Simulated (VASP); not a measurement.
Method: PBE GGA, VASP's PBE PAW potentials (set 64) (plane waves; VASP).

The input files of a VASP run:

**INCAR**
```
SYSTEM = HfN
PREC = Low
ENCUT = 520
EDIFF = 1E-6
NELM = 100
ALGO = Normal
LREAL = .FALSE.
LASPH = .TRUE.
ISMEAR = 1
SIGMA = 0.1
GGA = PE
LMAXMIX = 6
LWAVE = .FALSE.
LCHARG = .FALSE.
ISIF = 2
```

File KPOINTS:
```
Automatic mesh
0
Gamma
13 13 13
0 0 0
```

File POSCAR:
```
HfN
1
    0.0000000000     2.2600000000     2.2600000000
    2.2600000000     0.0000000000     2.2600000000
    2.2600000000     2.2600000000     0.0000000000
Hf N
1 1
Direct
  0.0000000000   0.0000000000   0.0000000000
  0.5000000000   0.5000000000   0.5000000000
```

POTCAR, in this order: Hf_pv N (PBE.64 set). Program: vasp_std.

The resulting files:

OUTCAR:
```
 ion  position               nearest neighbor table
   1  0.000  0.000  0.000-   2 2.26   2 2.26   2 2.26   2 2.26   2 2.26   2 2.26
   2  0.500  0.500  0.500-   1 2.26   1 2.26   1 2.26   1 2.26   1 2.26   1 2.26
  LATTYP: Found a face centered cubic cell.
 ALAT       =     4.5200000000
 Subroutine PRICEL returns:
 Original cell was already a primitive cell.
 Subroutine GETGRP returns: Found 48 space group operations
The static configuration has the point symmetry O_h .
The dynamic configuration has the point symmetry O_h .
 Subroutine INISYM returns: Found 48 space group operations
 Subroutine IBZKPT returns following result:
 Found     84 irreducible k-points:

 Following reciprocal coordinates:
            Coordinates               Weight
  0.000000  0.000000  0.000000      1.000000
  0.076923  0.000000  0.000000      8.000000
  0.153846  0.000000  0.000000      8.000000
  0.230769  0.000000  0.000000      8.000000
  0.307692  0.000000  0.000000      8.000000
  0.384615  0.000000  0.000000      8.000000
  0.461538  0.000000  0.000000      8.000000
  0.076923  0.076923  0.000000      6.000000
  0.153846  0.076923  0.000000     24.000000
...
```

### OSZICAR
```
       N       E                     dE             d eps       ncg     rms          rms(c)
DAV:   1     0.359540903978E+02    0.35954E+02   -0.82872E+03  1848   0.128E+03
DAV:   2    -0.226759947671E+02   -0.58630E+02   -0.55161E+02  2423   0.249E+02
DAV:   3    -0.247457197231E+02   -0.20697E+01   -0.20572E+01  2405   0.409E+01
DAV:   4    -0.247623320264E+02   -0.16612E-01   -0.16368E-01  2179   0.368E+00
DAV:   5    -0.247626074356E+02   -0.27541E-03   -0.27464E-03  2373   0.345E-01    0.491E+01
DAV:   6    -0.218373598243E+02    0.29252E+01   -0.15528E+01  2160   0.282E+01    0.411E+01
DAV:   7    -0.217781346425E+02    0.59225E-01   -0.68950E-01  2106   0.759E+00    0.264E+01
DAV:   8    -0.217663614557E+02    0.11773E-01   -0.13396E-01  2170   0.341E+00    0.617E+00
DAV:   9    -0.217556039858E+02    0.10757E-01   -0.61976E-02  2183   0.173E+00    0.154E+00
DAV:  10    -0.217551919158E+02    0.41207E-03   -0.23109E-03  2167   0.444E-01    0.339E-01
DAV:  11    -0.217551963437E+02   -0.44280E-05   -0.23539E-04  2296   0.136E-01    0.538E-02
DAV:  12    -0.217551927689E+02    0.35749E-05   -0.14530E-05  2240   0.363E-02    0.360E-02
DAV:  13    -0.217551924846E+02    0.28424E-06   -0.57110E-07  1174   0.836E-03
   1 F= -.21755192E+02 E0= -.21755090E+02  d E =-.307047E-03
```

File OUTCAR:
```
------------------------ aborting loop because EDIFF is reached ----------------------------------------
  FORCE on cell =-STRESS in cart. coord.  units (eV):
  Direction    XX          YY          ZZ          XY          YZ          ZX
  --------------------------------------------------------------------------------------
  Total        0.3795057      0.3795057      0.3795057      0.0000000      0.0000000      0.0000000
  in kB       26.3374392     26.3374392     26.3374392      0.0000000      0.0000000      0.0000000
  external PRESSURE =      26.3374392 kB  Pullay stress =       0.0000000 kB
  volume of cell :       23.09
      direct lattice vectors                 reciprocal lattice vectors
     0.000000000  2.260000000  2.260000000    -0.221238938  0.221238938  0.221238938
     2.260000000  0.000000000  2.260000000     0.221238938 -0.221238938  0.221238938
     2.260000000  2.260000000  0.000000000     0.221238938  0.221238938 -0.221238938
 POSITION                                       TOTAL-FORCE (eV/Angst)
 -----------------------------------------------------------------------------------
      0.00000      0.00000      0.00000         0.000000      0.000000      0.000000
      2.26000      2.26000      2.26000        -0.000000     -0.000000      0.000000
 -----------------------------------------------------------------------------------
    total drift:                                0.000000      0.000000      0.000000
  FREE ENERGIE OF THE ION-ELECTRON SYSTEM (eV)
  ---------------------------------------------------
  free  energy   TOTEN  =       -21.7551924846 eV

  energy  without entropy=      -21.7548854381  energy(sigma->0) =      -21.75509014
```
(Selected blocks of OUTCAR.)

The compound is HfN in the rock salt structure. The cell was not relaxed at this level. The run is one of a series of settings (PREC = Low against the base run), some of them coarse on purpose. The electron count is odd and the run is not spin-polarised, which forces a metal.
